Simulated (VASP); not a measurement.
Method: revTPSS meta-GGA, VASP's PBE PAW potentials (set 64) (plane waves; VASP).

The input files of a VASP run:

**POSCAR**
```
Be
1
    1.1314153431    -1.9596686902    -0.0000000000
    1.1314153431     1.9596686902     0.0000000000
    0.0000000000     0.0000000000     3.5535229022
Be
2
Direct
  0.3333330000   0.6666670000   0.2500000000
  0.6666670000   0.3333330000   0.7500000000
```

### KPOINTS
```
Regular mesh
0
G
 17 17 9
```

### INCAR
```
SYSTEM=Be
PREC=Accurate; ENCUT=520; LREAL=.FALSE.
LASPH=.TRUE.
EDIFF=1E-6; NELM=200; ALGO=All
LMIXTAU=.TRUE.
ISMEAR=1; SIGMA=0.1
METAGGA=RTPSS
IBRION=2; NSW=60; ISIF=3
EDIFFG=-0.01
LWAVE=.FALSE.; LCHARG=.FALSE.
```

POTCAR, in this order: Be (PBE.64 set). Program: vasp_std.

Output of the run:

OSZICAR:
```
       N       E                     dE             d eps       ncg     rms           ort
DAV:   1     0.497063221932E+02    0.49706E+02   -0.61238E+03   990   0.248E+03
DAV:   2     0.263278250683E+02   -0.23378E+02   -0.22623E+02   990   0.285E+02
DAV:   3     0.250183495694E+02   -0.13095E+01   -0.12853E+01   990   0.674E+01
DAV:   4     0.249606049026E+02   -0.57745E-01   -0.57688E-01   990   0.150E+01
DAV:   5     0.249575279526E+02   -0.30770E-02   -0.30766E-02   990   0.295E+00
SDA:   6    -0.141070245626E+01   -0.26368E+02   -0.30766E-02   990   0.223E+02   0.000E+00
CGA:   7    -0.925121944393E+01   -0.78405E+01   -0.79055E+01   990   0.395E+00  -0.250E+00
CGA:   8    -0.948872759514E+01   -0.23751E+00   -0.22419E+00   990   0.133E+00   0.184E-01
CGA:   9    -0.958312919690E+01   -0.94402E-01   -0.95650E-01   990   0.165E-01   0.795E-02
CGA:  10    -0.958991440230E+01   -0.67852E-02   -0.68163E-02   990   0.281E-02  -0.231E-03
CGA:  11    -0.959108193615E+01   -0.11675E-02   -0.11665E-02   990   0.608E-03   0.616E-05
CGA:  12    -0.959141730308E+01   -0.33537E-03   -0.33206E-03   990   0.289E-03   0.136E-04
CGA:  13    -0.959156424043E+01   -0.14694E-03   -0.14670E-03   990   0.473E-04   0.132E-05
CGA:  14    -0.959158373226E+01   -0.19492E-04   -0.19616E-04   990   0.102E-04  -0.181E-05
CGA:  15    -0.959158915568E+01   -0.54234E-05   -0.54293E-05   990   0.321E-05  -0.393E-07
CGA:  16    -0.959159072783E+01   -0.15722E-05   -0.15563E-05   990   0.974E-06   0.143E-06
CGA:  17    -0.959159127321E+01   -0.54538E-06   -0.57982E-06   990   0.194E-06  -0.187E-06
   1 F= -.95915913E+01 E0= -.95916747E+01  d E =-.959159E+01
```

OUTCAR:
```
------------------------ aborting loop because EDIFF is reached ----------------------------------------
  FORCE on cell =-STRESS in cart. coord.  units (eV):
  Direction    XX          YY          ZZ          XY          YZ          ZX
  --------------------------------------------------------------------------------------
  Total        0.0117233      0.0117233     -0.0019999      0.0000000      0.0000000      0.0000000
  in kB        1.1919705      1.1919703     -0.2033379      0.0000000      0.0000000      0.0000000
  external PRESSURE =       0.7268676 kB  Pullay stress =       0.0000000 kB
  volume of cell :       15.76
      direct lattice vectors                 reciprocal lattice vectors
     1.131415343 -1.959668690  0.000000000     0.441924359 -0.255145169  0.000000000
     1.131415343  1.959668690  0.000000000     0.441924359  0.255145169  0.000000000
     0.000000000  0.000000000  3.553522902     0.000000000  0.000000000  0.281410878
 POSITION                                       TOTAL-FORCE (eV/Angst)
 -----------------------------------------------------------------------------------
      1.13142      0.65322      0.88838         0.000000      0.000000      0.000000
      1.13142     -0.65322      2.66514        -0.000000     -0.000000      0.000000
 -----------------------------------------------------------------------------------
    total drift:                               -0.000000     -0.000003      0.000005
  FREE ENERGIE OF THE ION-ELECTRON SYSTEM (eV)
  ---------------------------------------------------
  free  energy   TOTEN  =        -9.5915912732 eV

  energy  without entropy=       -9.5918415258  energy(sigma->0) =       -9.59167469

 reached required accuracy - stopping structural energy minimisation
```
(Selected blocks of OUTCAR.)

The compound is Be in the hcp structure. It was relaxed first. The start is the result of an earlier pass.
